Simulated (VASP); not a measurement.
Consider the following.

```yaml
crystal:
  lattice:
    - [1.56932, -2.71815, 0.00000]
    - [1.56932, 2.71815, 0.00000]
    - [0.00000, 0.00000, 12.39740]
  atoms:
    - { symbol: Mo, position: [0.33333, 0.66667, 0.25000] }
    - { symbol: Mo, position: [0.66667, 0.33333, 0.75000] }
    - { symbol: S, position: [0.33333, 0.66667, 0.87581] }
    - { symbol: S, position: [0.66667, 0.33333, 0.37581] }
    - { symbol: S, position: [0.66667, 0.33333, 0.12419] }
    - { symbol: S, position: [0.33333, 0.66667, 0.62419] }
```

Level of theory: PBEsol GGA, VASP's PBE PAW potentials (set 64) (plane waves; VASP 6.6.1). Run with 400 eV cut-off, Gaussian smearing of 0.050 eV, potentials Mo_sv S.

Without a dispersion term in the relaxation, distances and binding between the weakly bound layers, chains or molecules are unreliable, and so is what depends on them.

**Question.** Give the energies of bands 17 to 30 at the high-symmetry points, in eV from the valence-band maximum.

**Answer.** 
```csv
band,Γ,M,K,A,L,H
17,-3.26,-5.16,-4.99,-3.25,-4.79,-4.86
18,-3.25,-4.54,-4.74,-3.25,-4.79,-4.86
19,-3.25,-3.88,-4.21,-2.62,-3.85,-4.42
20,-2.12,-3.81,-4.21,-2.62,-3.85,-4.42
21,-2.12,-2.74,-3.80,-2.10,-2.63,-3.47
22,-2.08,-2.50,-3.80,-2.10,-2.63,-3.47
23,-2.08,-1.62,-2.72,-2.10,-1.53,-2.88
24,-1.25,-1.44,-2.72,-2.10,-1.53,-2.88
25,-1.21,-1.39,-0.73,-0.29,-1.33,-0.66
26,0.00,-1.28,-0.56,-0.29,-1.33,-0.66
27,2.24,1.76,1.18,2.25,1.78,1.18
28,2.25,1.80,1.18,2.25,1.78,1.18
29,2.26,2.13,1.87,2.25,2.29,2.33
30,2.27,2.42,2.90,2.25,2.29,2.33
```

The gap is indirect, 0.91 eV, from the valence maximum at Γ to the conduction minimum at K-Γ at 0.44.

Measured: gap 1.29 eV (computed value off by -0.38 eV), as given by Wei Chen et al., Physical Review Materials (2018), doi:10.1103/physrevmaterials.2.073803.

The compound is MoS2 in the 2H layered structure. It was relaxed first.
